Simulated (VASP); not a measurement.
Level of theory: PBEsol GGA, VASP's PBE PAW potentials (set 64) (plane waves; VASP 6.6.1).

Input for VASP

**INCAR**
```
ALGO = Normal
ISMEAR = -5   ! tetrahedra, Bloechl
LASPH = T   ! aspherical one-centre terms
LEFG = T
EDIFF = 1E-7   ! SCF stop (eV)
ENCUT = 400   ! plane-wave cut-off (eV)
GGA = PS
LORBIT = 11   ! lm-projected
LCHARG = T
NELM = 100   ! most electronic steps
LWAVE = F
ISIF = 2   ! forces and stress, cell fixed
PREC = Accurate
SYSTEM = CdGeAs2
LMAXMIX = 4   ! l cut-off of mixed one-centre charges
NEDOS = 601   ! DOS grid
LREAL = F   ! projection in real space or not
```

POSCAR:
```
CdGeAs2
1.0
 -2.9739398314   2.9739398314   5.6431956693
  2.9739398314  -2.9739398314   5.6431956693
  2.9739398314   2.9739398314  -5.6431956693
Cd Ge As
2 2 4
Cart
  0.0000000000   0.0000000000   0.0000000000
 -0.0000000000   2.9739398314   2.8215978346
  0.0000000000   0.0000000000   5.6431956693
  2.9739398314   0.0000000000   2.8215978346
  1.3356069191   1.4869699157   7.0539945866
  1.4869699157  -1.3356069191   4.2323967520
  1.6383329123   1.4869699157   1.4107989173
  1.4869699157   4.3095467505  -1.4107989173
```

**KPOINTS**
```
Automatic mesh
0
Gamma
6 6 6
0 0 0
```

POTCAR, in this order: Cd Ge_d As (PBE.64 set). Program: vasp_std.

Output

File OUTCAR:
```
 ion  position               nearest neighbor table
   1  0.000  0.000  0.000-   7 2.62   6 2.62   8 2.62   5 2.62
   2  0.750  0.250  0.500-   6 2.62   5 2.62   7 2.62   8 2.62
   3  0.500  0.500  0.000-   5 2.45   6 2.45   7 2.45   8 2.45
   4  0.250  0.750  0.500-   6 2.45   7 2.45   8 2.45   5 2.45
   5  0.875  0.850  0.475-   3 2.45   4 2.45   1 2.62   2 2.62
   6  0.150  0.625  0.025-   3 2.45   4 2.45   1 2.62   2 2.62
   7  0.375  0.400  0.525-   3 2.45   4 2.45   2 2.62   1 2.62
   8  0.600  0.125  0.975-   4 2.45   3 2.45   2 2.62   1 2.62
  LATTYP: Found a body centered tetragonal cell.
 ALAT       =     5.9478796628
 C/A-ratio  =     1.8975487028
 Subroutine PRICEL returns:
 Original cell was already a primitive cell.
 Subroutine GETGRP returns: Found  8 space group operations
The static configuration has the point symmetry S_4 .
 The point group associated with its full space group is D_2d.
The dynamic configuration has the point symmetry S_4 .
 Subroutine INISYM returns: Found  8 space group operations
 Subroutine IBZKPT returns following result:
 Found     30 irreducible k-points:

 Following reciprocal coordinates:
            Coordinates               Weight
  0.000000  0.000000  0.000000      1.000000
...
```

OSZICAR:
```
       N       E                     dE             d eps       ncg     rms          rms(c)
DAV:   1     0.632241819378E+03    0.63224E+03   -0.29273E+04  3261   0.237E+03
DAV:   2     0.651384939938E+02   -0.56710E+03   -0.55252E+03  2604   0.721E+02
DAV:   3    -0.288281244906E+02   -0.93967E+02   -0.92865E+02  2963   0.170E+02
DAV:   4    -0.340211145313E+02   -0.51930E+01   -0.51737E+01  3069   0.470E+01
DAV:   5    -0.341296934385E+02   -0.10858E+00   -0.10847E+00  3013   0.693E+00    0.912E+00
DAV:   6    -0.332375587343E+02    0.89213E+00   -0.20764E+00  2969   0.122E+01    0.696E+00
DAV:   7    -0.331367076376E+02    0.10085E+00   -0.83136E-01  3088   0.385E+00    0.286E+00
DAV:   8    -0.331274544292E+02    0.92532E-02   -0.11398E-01  2930   0.282E+00    0.572E-01
DAV:   9    -0.331262158005E+02    0.12386E-02   -0.17581E-02  3064   0.134E+00    0.125E-01
DAV:  10    -0.331259875379E+02    0.22826E-03   -0.19800E-03  2946   0.368E-01    0.458E-02
DAV:  11    -0.331260826811E+02   -0.95143E-04   -0.69415E-04  3112   0.145E-01    0.391E-02
DAV:  12    -0.331260590854E+02    0.23596E-04   -0.16099E-04  2645   0.957E-02    0.145E-02
DAV:  13    -0.331260625792E+02   -0.34937E-05   -0.10709E-05  2976   0.186E-02    0.696E-03
DAV:  14    -0.331260619458E+02    0.63336E-06   -0.30296E-06  2746   0.132E-02    0.809E-04
DAV:  15    -0.331260619359E+02    0.98680E-08   -0.45084E-07  2592   0.385E-03
   1 F= -.33126062E+02 E0= -.33126062E+02  d E =0.000000E+00
```

**OUTCAR**
```
------------------------ aborting loop because EDIFF is reached ----------------------------------------
  FORCE on cell =-STRESS in cart. coord.  units (eV):
  Direction    XX          YY          ZZ          XY          YZ          ZX
  --------------------------------------------------------------------------------------
  Total       -0.0509792     -0.0509792      0.0573318      0.0000000      0.0000000      0.0000000
  in kB       -0.4091236     -0.4091236      0.4601051      0.0000000      0.0000000      0.0000000
  external PRESSURE =      -0.1193807 kB  Pullay stress =       0.0000000 kB
  volume of cell :      199.64
      direct lattice vectors                 reciprocal lattice vectors
    -2.973939831  2.973939831  5.643195669     0.000000000  0.168127141  0.088602280
     2.973939831 -2.973939831  5.643195669     0.168127141  0.000000000  0.088602280
     2.973939831  2.973939831 -5.643195669     0.168127141  0.168127141  0.000000000
 POSITION                                       TOTAL-FORCE (eV/Angst)
 -----------------------------------------------------------------------------------
      0.00000      0.00000      0.00000         0.000000     -0.000000     -0.000000
     -0.00000      2.97394      2.82160        -0.000000      0.000000     -0.000000
      0.00000      0.00000      5.64320        -0.000000      0.000000     -0.000000
      2.97394     -0.00000      2.82160         0.000000     -0.000000      0.000000
      1.33561      1.48697      7.05399        -0.004040      0.000000     -0.000000
      1.48697     -1.33561      4.23240        -0.000000      0.004040     -0.000000
      1.63833      1.48697      1.41080         0.004040     -0.000000     -0.000000
      1.48697      4.30955     -1.41080         0.000000     -0.004040     -0.000000
 -----------------------------------------------------------------------------------
    total drift:                                0.000006      0.000006      0.000000
  FREE ENERGIE OF THE ION-ELECTRON SYSTEM (eV)
  ---------------------------------------------------
  free  energy   TOTEN  =       -33.1260619359 eV

  energy  without entropy=      -33.1260619359  energy(sigma->0) =      -33.12606194

 total charge

# of ion       s       p       d       tot
------------------------------------------
    1        0.500   0.368   9.503  10.371
    2        0.500   0.368   9.503  10.371
    3        1.129   1.153  10.056  12.337
    4        1.129   1.153  10.056  12.337
    5        1.234   1.524   0.032   2.790
    6        1.234   1.524   0.032   2.790
    7        1.234   1.524   0.032   2.790
    8        1.234   1.524   0.032   2.790
--------------------------------------------------
tot          8.193   9.138  39.246  56.577

 Electric field gradients after diagonalization (V/A^2)
 (convention: |V_zz| > |V_xx| > |V_yy|)
----------------------------------------------------------------------
 ion       V_xx      V_yy      V_zz     asymmetry (V_yy - V_xx)/ V_zz
----------------------------------------------------------------------
   1     -18.676   -18.670    37.346       0.000
   2     -18.676   -18.670    37.346       0.000
   3      -1.894    -1.876     3.770       0.005
   4      -1.894    -1.876     3.770       0.005
   5     127.280    18.641  -145.921       0.745
   6     127.280    18.641  -145.921       0.745
   7     127.280    18.641  -145.921       0.745
   8     127.280    18.641  -145.921       0.745
```
(Selected blocks of OUTCAR.)

The compound is CdGeAs2 in the chalcopyrite structure. It was relaxed first.
